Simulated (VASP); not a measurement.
Method: PBE GGA, VASP's PBE PAW potentials (set 64) (plane waves; VASP).

VASP input:

### POSCAR
```
PbO
1
    4.0230727960     0.0000000000     0.0000000000
    0.0000000000     4.0230727960     0.0000000000
    0.0000000000     0.0000000000     3.4901718307
Pb O
2 2
Direct
  0.5000000000   0.0000000000   0.6836634431
  0.0000000000   0.5000000000   0.3163365569
  0.5000000000   0.5000000000   0.0000000000
  0.0000000000   0.0000000000   0.0000000000
```

**INCAR**
```
SYSTEM = PbO
PREC = Accurate
ENCUT = 620
EDIFF = 1E-6
NELM = 100
ALGO = Normal
LREAL = .FALSE.
LASPH = .TRUE.
ISMEAR = 0
SIGMA = 0.05
GGA = PE
LMAXMIX = 4
LWAVE = .FALSE.
LCHARG = .FALSE.
IBRION = 2
ISIF = 3
NSW = 40
EDIFFG = -0.02
PSTRESS = 450
```

File KPOINTS:
```
kpoints
0
G
 6 6 6
```

POTCAR, in this order: Pb_d O (PBE.64 set). Program: vasp_std.

Energy and stress use the plane-wave basis of the starting cell. Without a dispersion term in the relaxation, distances and binding between the weakly bound layers, chains or molecules are unreliable, and so is what depends on them. Unless said otherwise, spin-orbit coupling is left out, though it shifts the bands of the heavy elements here.

Problem. Predict the energy per atom (σ→0), volume per atom, band gap (on the k-mesh).

Solution. 
energy per atom (σ→0): -453.2 kJ/mol of atoms
band gap (on the k-mesh): none (metal, semimetal or under 0.01 eV)
volume per atom: 13.11 Å³/atom

File OSZICAR:
```
...
  15 F= -.40638197E+01 E0= -.40635723E+01  d E =-.162713E-03
       N       E                     dE             d eps       ncg     rms          rms(c)
DAV:   1    -0.187877246228E+02    0.94081E-02   -0.28080E-02  2864   0.158E+00    0.931E-02
DAV:   2    -0.187875311505E+02    0.19347E-03   -0.73309E-04  2816   0.358E-01    0.332E-02
DAV:   3    -0.187874944842E+02    0.36666E-04   -0.84879E-05  2576   0.200E-01    0.131E-02
DAV:   4    -0.187874916263E+02    0.28578E-05   -0.24094E-05  3000   0.619E-02    0.444E-03
DAV:   5    -0.187874924957E+02   -0.86940E-06   -0.22344E-06  1448   0.240E-02
  16 F= -.40638767E+01 E0= -.40636300E+01  d E =-.570444E-04
```

The compound is PbO in the litharge structure. This run relaxes it under an external pressure of 45 GPa. Symmetry was kept, so distortions that lower it aren't found. The k-mesh is coarse (spacing up to 0.32 per Å, 2π included), so the numbers may not be converged in it.
